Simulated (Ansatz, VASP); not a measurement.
**BAs in two plane-wave programs**

One calculation is typed for both programs; each brings its own data sets. How far apart do they land? The cell is taken from a series of runs on this material, whose earlier steps may have relaxed, scaled, displaced or heated it; both programs get it as it stands.

Program: Ansatz 0.2.0. Level of theory: plane waves, with VASP 6.6.1 beside it; zone-centre phonons at LDA. Results are calculated unless marked as measured.

## (1) The structure

Symmetry: F-43m, No. 216, cubic system. Conventional cell: a = 4.732 Å, b = 4.732 Å, c = 4.732 Å, α = 90.00°, β = 90.00°, γ = 90.00°. Nearest to B lie 4 As at 2.05 Å. Nearest to As lie 4 B at 2.05 Å. Farther neighbours are not listed.

## (2) VASP: zone-centre phonons, LDA, pair 1

Second derivatives magnify differences that forces hide, and they need a tight electronic threshold.

Lines of VASP's logs that name or quote its potential files are left out, and so is its time.

INCAR

```
SYSTEM = BAs
PREC = Accurate
ENCUT = 500
EDIFF = 1E-08
NELM = 120
ISMEAR = 0
SIGMA = 0.01
LREAL = .FALSE.
ALGO = Normal
GGA = CA
NBANDS = 10
LORBIT = 11
LWAVE = .FALSE.
LCHARG = .FALSE.
ISIF = 2
IBRION = 8
LEPSILON = .TRUE.
LASPH = .TRUE.
GGA_COMPAT = .FALSE.
EFERMI = MIDGAP
KPAR = 2
```

POSCAR

```
BAs
1.0
    0.0000000000      2.3660399277      2.3660399277
    2.3660399277      0.0000000000      2.3660399277
    2.3660399277      2.3660399277      0.0000000000
B As
1 1
Direct
    0.0000000000      0.0000000000      0.0000000000
    0.7500000000      0.7500000000      0.7500000000
```

KPOINTS

```
Automatic mesh
0
Gamma
10 10 10
0 0 0
```

The projector-augmented-wave data sets are B and As (LDA family, release 64).

On the command line:

```bash
$ mpirun -np 2 vasp_std
```

Numbers of over 12 decimals in the logs are rounded to 6 here.

The log of the run:

```text
[banner, memory and clock lines left out]
running    2 mpi-ranks, on    1 nodes
 distrk:  each k-point on    1 cores,    2 groups
 distr:  one band on    1 cores,    1 groups

 POSCAR found type information on POSCAR B As
 POSCAR found :  2 types and       2 ions
 LDA part: xc-table for (Slater(with rela. corr.)+CA(PZ))
 , standard interpolation
 POSCAR, INCAR and KPOINTS ok, starting setup
 FFT: planning ... GRIDC
 FFT: planning ... GRID_SOFT
 FFT: planning ... GRID
 WAVECAR not read
 entering main loop
       N       E                     dE             d eps       ncg     rms          rms(c)
DAV:   1     0.115060247368E+02    0.11506E+02   -0.38271E+03   940   0.692E+02
DAV:   2    -0.129919332491E+02   -0.24498E+02   -0.23247E+02  1356   0.107E+02
DAV:   3    -0.137081067209E+02   -0.71617E+00   -0.71439E+00  1156   0.178E+01
DAV:   4    -0.137099128657E+02   -0.18061E-02   -0.18059E-02  1168   0.962E-01
DAV:   5    -0.137099151459E+02   -0.22801E-05   -0.22801E-05  1092   0.352E-02    0.523E+00
DAV:   6    -0.130264787087E+02    0.68344E+00   -0.18489E+00  1016   0.598E+00    0.247E+00
DAV:   7    -0.129392295897E+02    0.87249E-01   -0.21843E-01  1138   0.250E+00    0.903E-01
DAV:   8    -0.129256551073E+02    0.13574E-01   -0.25282E-02  1024   0.888E-01    0.104E-01
DAV:   9    -0.129256792605E+02   -0.24153E-04   -0.73249E-04  1078   0.182E-01    0.594E-02
DAV:  10    -0.129256854142E+02   -0.61537E-05   -0.85812E-05  1030   0.556E-02    0.143E-02
DAV:  11    -0.129256868231E+02   -0.14090E-05   -0.16136E-06  1126   0.942E-03    0.132E-02
DAV:  12    -0.129256866579E+02    0.16526E-06   -0.81707E-07  1050   0.399E-03    0.288E-03
DAV:  13    -0.129256866604E+02   -0.25617E-08   -0.29967E-08  1074   0.127E-03
   1 F= -.12925687E+02 E0= -.12925687E+02  d E =0.000000E+00
 Linear response reoptimize wavefunctions to high precision
DAV:   1    -0.129256866596E+02    0.83884E-09   -0.59041E-09  1050   0.357E-04
DAV:   2    -0.129256866596E+02   -0.36948E-11   -0.13357E-10   578   0.970E-05
 Linear response G [H, r] |phi>, progress :
  Direction:   1
       N       E                     dE             d eps       ncg     rms
RMM:   1    -0.480619384920E+02   -0.48062E+02   -0.64645E+01  2356   0.457E+01
RMM:   2    -0.367379731377E+02    0.11324E+02   -0.27478E+00  1554   0.111E+01
RMM:   3    -0.367574837282E+02   -0.19511E-01    0.62541E-03  1630   0.897E-01
RMM:   4    -0.367601731317E+02   -0.26894E-02    0.26288E-03  1667   0.979E-02
RMM:   5    -0.367604348163E+02   -0.26168E-03    0.27334E-04  1669   0.116E-02
RMM:   6    -0.367604597866E+02   -0.24970E-04    0.27712E-05  1673   0.214E-03
RMM:   7    -0.367604622299E+02   -0.24434E-05    0.22608E-06  1535   0.898E-04
RMM:   8    -0.367604624931E+02   -0.26314E-06   -0.15020E-06  1430   0.755E-04
RMM:   9    -0.367604623961E+02    0.96979E-07   -0.95195E-06  1328   0.740E-04
RMM:  10    -0.367604619037E+02    0.49239E-06   -0.48251E-05  1201   0.740E-04
RMM:  11    -0.367604601074E+02    0.17963E-05   -0.22874E-04  1129   0.740E-04
 Linear response G [H, r] |phi>, progress :
  Direction:   2
       N       E                     dE             d eps       ncg     rms
RMM:   1    -0.468685745808E+02   -0.46869E+02   -0.86739E+01  2361   0.434E+01
RMM:   2    -0.380847792741E+02    0.87838E+01   -0.16795E+00  1544   0.941E+00
RMM:   3    -0.381140248369E+02   -0.29246E-01    0.16878E-02  1641   0.704E-01
RMM:   4    -0.381168071130E+02   -0.27823E-02    0.26849E-03  1672   0.744E-02
RMM:   5    -0.381170648480E+02   -0.25774E-03    0.27096E-04  1688   0.897E-03
RMM:   6    -0.381170895778E+02   -0.24730E-04    0.26410E-05  1669   0.171E-03
RMM:   7    -0.381170920153E+02   -0.24375E-05    0.19954E-06  1533   0.766E-04
RMM:   8    -0.381170923244E+02   -0.30900E-06   -0.20853E-06  1413   0.656E-04
RMM:   9    -0.381170923227E+02    0.16366E-08   -0.88882E-06  1339   0.646E-04
RMM:  10    -0.381170922408E+02    0.81939E-07   -0.45747E-06  1240   0.646E-04
RMM:  11    -0.381170922766E+02   -0.35789E-07   -0.54123E-06  1122   0.647E-04
 Linear response G [H, r] |phi>, progress :
  Direction:   3
       N       E                     dE             d eps       ncg     rms
RMM:   1    -0.254881325662E+02   -0.25488E+02    0.11634E+02  2231   0.427E+01
RMM:   2    -0.223592568267E+02    0.31289E+01   -0.23994E+00  1539   0.973E+00
RMM:   3    -0.223504661327E+02    0.87907E-02   -0.31624E-02  1614   0.886E-01
RMM:   4    -0.223500735173E+02    0.39262E-03   -0.36365E-04  1678   0.986E-02
RMM:   5    -0.223500659796E+02    0.75377E-05   -0.12761E-05  1648   0.123E-02
RMM:   6    -0.223500655252E+02    0.45440E-06   -0.24522E-06  1653   0.207E-03
RMM:   7    -0.223500654744E+02    0.50883E-07   -0.32674E-06  1497   0.785E-04
RMM:   8    -0.223500655646E+02   -0.90237E-07    0.28923E-07  1375   0.624E-04
RMM:   9    -0.223500655566E+02    0.80030E-08   -0.20275E-07  1269   0.608E-04
RMM:  10    -0.223500655691E+02   -0.12451E-07   -0.46235E-05  1119   0.607E-04
RMM:  11    -0.223500655753E+02   -0.62368E-08   -0.43466E-05  1026   0.607E-04
 Linear response to external field (no local field effect), progress :
  Direction:   1
       N       E                     dE             d eps       ncg     rms          rms(c)
RMM:   1    -0.817716990042E+00   -0.81772E+00   -0.37670E+00  2135   0.330E+00
[...]
change of polarisation eV/A/(eV/A) component  3 :     0.192    -0.241     0.664
 dielectric tensor                  component  3 :     1.312    -1.647     5.535
 Linear response to external field, progress :
  Direction:   1
       N       E                     dE             d eps       ncg     rms          rms(c)
RMM:   1    -0.655621044175E+00   -0.65562E+00   -0.29767E+00  7696   0.296E+00
RMM:   2    -0.670323032499E+00   -0.14702E-01   -0.67306E-03  5640   0.402E-01    0.124E+00
RMM:   3    -0.655225248121E+00    0.15098E-01   -0.61905E-03  5765   0.453E-01    0.711E-01
RMM:   4    -0.675977146686E+00   -0.20752E-01   -0.80527E-03  5657   0.533E-01    0.729E-02
RMM:   5    -0.679192000806E+00   -0.32149E-02   -0.13147E-04  5839   0.723E-02    0.847E-03
RMM:   6    -0.679301423178E+00   -0.10942E-03   -0.92289E-07  5941   0.653E-03    0.450E-03
RMM:   7    -0.679361273901E+00   -0.59851E-04   -0.13978E-07  5970   0.286E-03    0.282E-04
RMM:   8    -0.679369228349E+00   -0.79544E-05   -0.63572E-09  5808   0.228E-04    0.107E-04
RMM:   9    -0.679366417185E+00    0.28112E-05   -0.13398E-08  5414   0.112E-04    0.224E-05
RMM:  10    -0.679366539453E+00   -0.12227E-06   -0.35369E-08  3491   0.400E-05    0.369E-06
 change of polarisation eV/A/(eV/A) component  1 :     1.278     0.359     0.216
 dielectric tensor                  component  1 :     9.732     2.454     1.478
 Linear response to external field, progress :
  Direction:   2
       N       E                     dE             d eps       ncg     rms          rms(c)
RMM:   1    -0.655619608212E+00   -0.65562E+00   -0.29767E+00  7697   0.296E+00
RMM:   2    -0.670322467331E+00   -0.14703E-01   -0.67791E-03  5644   0.402E-01    0.124E+00
RMM:   3    -0.655225372365E+00    0.15097E-01   -0.61946E-03  5766   0.453E-01    0.711E-01
RMM:   4    -0.675977330520E+00   -0.20752E-01   -0.80550E-03  5659   0.533E-01    0.729E-02
RMM:   5    -0.679192536111E+00   -0.32152E-02   -0.13096E-04  5841   0.723E-02    0.848E-03
RMM:   6    -0.679301760991E+00   -0.10922E-03   -0.78020E-07  5940   0.653E-03    0.451E-03
RMM:   7    -0.679361708668E+00   -0.59948E-04   -0.92401E-08  5967   0.286E-03    0.282E-04
RMM:   8    -0.679369648184E+00   -0.79395E-05    0.82815E-09  5795   0.225E-04    0.106E-04
RMM:   9    -0.679366847510E+00    0.28007E-05    0.44960E-09  5416   0.110E-04    0.224E-05
RMM:  10    -0.679366967207E+00   -0.11970E-06    0.77254E-09  3457   0.377E-05    0.395E-06
 change of polarisation eV/A/(eV/A) component  2 :     0.324     1.278     0.200
 dielectric tensor                  component  2 :     2.210     9.732     1.363
 Linear response to external field, progress :
  Direction:   3
       N       E                     dE             d eps       ncg     rms          rms(c)
RMM:   1    -0.655641761959E+00   -0.65564E+00   -0.29769E+00  7694   0.296E+00
RMM:   2    -0.670322762460E+00   -0.14681E-01   -0.67290E-03  5638   0.402E-01    0.124E+00
RMM:   3    -0.655224963706E+00    0.15098E-01   -0.61944E-03  5768   0.453E-01    0.711E-01
RMM:   4    -0.675977093147E+00   -0.20752E-01   -0.80559E-03  5660   0.533E-01    0.729E-02
RMM:   5    -0.679192284007E+00   -0.32152E-02   -0.13158E-04  5841   0.723E-02    0.848E-03
RMM:   6    -0.679301685700E+00   -0.10940E-03   -0.91378E-07  5948   0.653E-03    0.450E-03
RMM:   7    -0.679361541882E+00   -0.59856E-04   -0.13583E-07  5961   0.286E-03    0.282E-04
RMM:   8    -0.679369485180E+00   -0.79433E-05   -0.44371E-09  5812   0.227E-04    0.107E-04
RMM:   9    -0.679366678165E+00    0.28070E-05   -0.28668E-09  5420   0.112E-04    0.225E-05
RMM:  10    -0.679366801120E+00   -0.12296E-06   -0.94184E-09  3474   0.398E-05    0.399E-06
 change of polarisation eV/A/(eV/A) component  3 :     0.259     0.317     1.278
 dielectric tensor                  component  3 :     1.770     2.163     9.732
 Linear response DOF=           2
 Linear response progress:
  Degree of freedom:   1/  2
       N       E                     dE             d eps       ncg     rms          rms(c)
RMM:   1    -0.439607785936E-01   -0.43961E-01    0.93811E-04  8030   0.109E+00
RMM:   2    -0.410419868553E-01    0.29188E-02   -0.83250E-04  5386   0.216E-01    0.103E-01
RMM:   3    -0.410937897709E-01   -0.51803E-04   -0.35123E-05  5617   0.698E-02    0.538E-02
RMM:   4    -0.413888948537E-01   -0.29511E-03   -0.62776E-05  5517   0.646E-02    0.750E-03
RMM:   5    -0.413745373375E-01    0.14358E-04    0.63976E-06  5830   0.700E-03    0.728E-04
RMM:   6    -0.413729344271E-01    0.16029E-05    0.53490E-07  5820   0.563E-04    0.274E-04
RMM:   7    -0.413722965629E-01    0.63786E-06    0.15339E-07  5975   0.257E-04    0.486E-05
RMM:   8    -0.413724122279E-01   -0.11566E-06   -0.98404E-08  6034   0.571E-05    0.135E-05
RMM:   9    -0.413723681772E-01    0.44051E-07   -0.66739E-08  6210   0.382E-05    0.170E-06
RMM:  10    -0.413723696517E-01   -0.14745E-08   -0.89051E-08  5763   0.295E-05    0.399E-07
 first order change of Fermi-energy   0.23959E+01
 force on displaced ion       1 direction 1 : -17.265  -0.000  -0.000
 Born effective charge ion    1 direction 1 :  -0.591   0.000   0.000
 Linear response progress:
  Degree of freedom:   2/  2
       N       E                     dE             d eps       ncg     rms          rms(c)
RMM:   2    -0.378144451882E-01    0.21861E-02   -0.15914E-03  5452   0.214E-01    0.977E-02
RMM:   3    -0.376481859010E-01    0.16626E-03   -0.15380E-04  5804   0.266E-02    0.572E-02
RMM:   4    -0.376800054837E-01   -0.31820E-04   -0.15240E-04  5729   0.299E-02    0.316E-03
RMM:   5    -0.376627755283E-01    0.17230E-04   -0.14226E-05  5963   0.252E-03    0.850E-04
RMM:   6    -0.376582509348E-01    0.45246E-05   -0.32090E-06  5974   0.468E-04    0.134E-04
RMM:   7    -0.376577052491E-01    0.54569E-06   -0.32983E-06  6134   0.100E-04    0.474E-05
RMM:   8    -0.376576728427E-01    0.32406E-07   -0.35579E-06  5934   0.526E-05    0.140E-05
RMM:   9    -0.376577538572E-01   -0.81015E-07   -0.39824E-06  6221   0.414E-05    0.618E-07
RMM:  10    -0.376577557735E-01   -0.19163E-08   -0.39175E-06  4820   0.373E-05    0.234E-07
RMM:  11    -0.376577820562E-01   -0.26283E-07   -0.41667E-06  4046   0.374E-05    0.121E-07
RMM:  12    -0.376577828945E-01   -0.83834E-09   -0.41919E-06  3459   0.374E-05    0.254E-08
 first order change of Fermi-energy  -0.23956E+01
 force on displaced ion       2 direction 1 : -17.265   0.000   0.000
 Born effective charge ion    2 direction 1 :   0.568   0.000   0.000
 Born effective charges drift removed
 Linear response finished
```

OUTCAR, selected parts (step 2):

```text
ion  position               nearest neighbor table
   1  0.000  0.000  0.000-   2 2.05   2 2.05   2 2.05   2 2.05
   2  0.750  0.750  0.750-   1 2.05   1 2.05   1 2.05   1 2.05

  LATTYP: Found a face centered cubic cell.
 ALAT       =     4.7320798554

 Subroutine GETGRP returns: Found 24 space group operations
 (whereof 24 operations were pure point group operations)

The static configuration has the point symmetry T_d .

 Found     47 irreducible k-points:

   k-points           NKPTS =     47   k-points in BZ     NKDIM =     47   number of bands    NBANDS=     10

   dimension x,y,z NGX =    24 NGY =   24 NGZ =   24
   dimension x,y,z NGXF=    48 NGYF=   48 NGZF=   48

   ENCUT  =  500.0 eV  36.75 Ry    6.06 a.u.   6.10  6.10  6.10*2*pi/ulx,y,z

   NELECT =       8.0000    total number of electrons

 k-points in reciprocal lattice and weights: Automatic mesh
   0.00000000  0.00000000  0.00000000       0.001
   0.10000000  0.00000000  0.00000000       0.008
   0.20000000  0.00000000  0.00000000       0.008
   0.30000000  0.00000000  0.00000000       0.008
   0.40000000  0.00000000  0.00000000       0.008
   0.50000000  0.00000000  0.00000000       0.004
   0.10000000  0.10000000  0.00000000       0.006
   0.20000000  0.10000000  0.00000000       0.024
   0.30000000  0.10000000  0.00000000       0.024
[...]
-0.30000000  0.40000000  0.20000000       0.024
  -0.30000000  0.50000000  0.20000000       0.012

 average (electrostatic) potential at core
       1 -31.5885       2 -51.6988

  Total        0.1605291      0.1605291      0.1605291      0.0000000      0.0000000      0.0000000
  in kB        9.7088590      9.7088590      9.7088590      0.0000000      0.0000000      0.0000000
  external PRESSURE =       9.7088590 kB  Pullay stress =       0.0000000 kB

  energy-cutoff  :      500.00
  volume of cell :       26.49
      direct lattice vectors                 reciprocal lattice vectors
     0.000000000  2.366039928  2.366039928    -0.211323568  0.211323568  0.211323568
     2.366039928  0.000000000  2.366039928     0.211323568 -0.211323568  0.211323568
     2.366039928  2.366039928  0.000000000     0.211323568  0.211323568 -0.211323568

 POSITION                                       TOTAL-FORCE (eV/Angst)
 -----------------------------------------------------------------------------------
      0.00000      0.00000      0.00000        -0.000000     -0.000000      0.000000
      3.54906      3.54906      3.54906         0.000000      0.000000     -0.000000
 -----------------------------------------------------------------------------------
    total drift:                               -0.000000     -0.000000     -0.000000

 MACROSCOPIC STATIC DIELECTRIC TENSOR (including local field effects in DFT)
 ------------------------------------------------------
           9.731628     0.000000    -0.000000
          -0.000000     9.731628     0.000000
          -0.000000    -0.000000     9.731628
 ------------------------------------------------------

 PIEZOELECTRIC TENSOR (including local field effects)  for field in x, y, z        (C/m^2)
          XX          YY          ZZ          XY          YZ          ZX
  --------------------------------------------------------------------------------
  x     0.00000     0.00000    -0.00000     0.00000    -0.11999     0.00000
  y     0.00000     0.00000    -0.00000     0.00000     0.00000    -0.11999
  z     0.00000     0.00000     0.00000    -0.11999     0.00000     0.00000

 BORN EFFECTIVE CHARGES (including local field effects) (in |e|, cummulative output)
 ---------------------------------------------------------------------------------
 ion    1
    1    -0.57690     0.00000     0.00000
    2     0.00000    -0.57690     0.00000
    3    -0.00000    -0.00000    -0.57690
 ion    2
    1     0.57690     0.00000    -0.00000
    2    -0.00000     0.57690    -0.00000
    3     0.00000     0.00000     0.57690

 Eigenvectors and eigenvalues of the dynamical matrix
 ----------------------------------------------------

   1 f  =   21.133474 THz   132.785536 2PiTHz  704.936826 cm-1    87.400988 meV
             X         Y         Z           dx          dy          dz
      0.000000  0.000000  0.000000     0.000000    0.934827    0.000000
      3.549060  3.549060  3.549060     0.000000   -0.355104    0.000000

   2 f  =   21.133474 THz   132.785536 2PiTHz  704.936826 cm-1    87.400988 meV
             X         Y         Z           dx          dy          dz
      0.000000  0.000000  0.000000     0.934827    0.000000    0.000000
      3.549060  3.549060  3.549060    -0.355104    0.000000    0.000000

   3 f  =   21.133474 THz   132.785536 2PiTHz  704.936826 cm-1    87.400988 meV
             X         Y         Z           dx          dy          dz
      0.000000  0.000000  0.000000     0.000000    0.000000    0.934827
      3.549060  3.549060  3.549060     0.000000    0.000000   -0.355104

   4 f/i=    0.000068 THz     0.000428 2PiTHz    0.002274 cm-1     0.000282 meV
             X         Y         Z           dx          dy          dz
      0.000000  0.000000  0.000000     0.000000   -0.355104    0.000000
      3.549060  3.549060  3.549060     0.000000   -0.934827    0.000000

   5 f/i=    0.000068 THz     0.000428 2PiTHz    0.002274 cm-1     0.000282 meV
             X         Y         Z           dx          dy          dz
      0.000000  0.000000  0.000000    -0.355104    0.000000    0.000000
      3.549060  3.549060  3.549060    -0.934827    0.000000    0.000000

   6 f/i=    0.000068 THz     0.000428 2PiTHz    0.002274 cm-1     0.000282 meV
             X         Y         Z           dx          dy          dz
      0.000000  0.000000  0.000000     0.000000    0.000000   -0.355104
      3.549060  3.549060  3.549060     0.000000    0.000000   -0.934827

 MACROSCOPIC STATIC DIELECTRIC TENSOR IONIC CONTRIBUTION
 ------------------------------------------------------
           0.131677    -0.000000    -0.000000
          -0.000000     0.131677     0.000000
          -0.000000     0.000000     0.131677
 ------------------------------------------------------

 ELASTIC MODULI CONTR FROM IONIC RELAXATION (kBar)
 Direction    XX          YY          ZZ          XY          YZ          ZX
 --------------------------------------------------------------------------------
 XX          -0.0000     -0.0000     -0.0000      0.0000      0.0000      0.0000
 YY          -0.0000     -0.0000     -0.0000      0.0000      0.0000      0.0000
 ZZ          -0.0000     -0.0000     -0.0000      0.0000      0.0000      0.0000
 XY           0.0000      0.0000      0.0000   -211.5769      0.0000      0.0000
 YZ           0.0000      0.0000      0.0000      0.0000   -211.5769      0.0000
 ZX           0.0000      0.0000      0.0000      0.0000      0.0000   -211.5769
 --------------------------------------------------------------------------------

 PIEZOELECTRIC TENSOR IONIC CONTR  for field in x, y, z        (C/m^2)
          XX          YY          ZZ          XY          YZ          ZX
  --------------------------------------------------------------------------------
  x     0.00000    -0.00000    -0.00000    -0.00000     0.15706     0.00000
  y    -0.00000     0.00000    -0.00000    -0.00000    -0.00000     0.15706
  z    -0.00000    -0.00000    -0.00000     0.15706     0.00000     0.00000
```

[end of part 1 of 3]

[Lines on the potential files, build, host, timing and source positions are cut from VASP's logs without a mark.]

[Logs are printed without paths, hosts, clocks, repeated set-up lines and the standing remarks that a program may print on its own settings, such as how far it seeks lower states.]

[Hosts, paths, dates, database ids (printed as entryN), source tags and the programs' standing remarks are cut or masked in the printed files.]
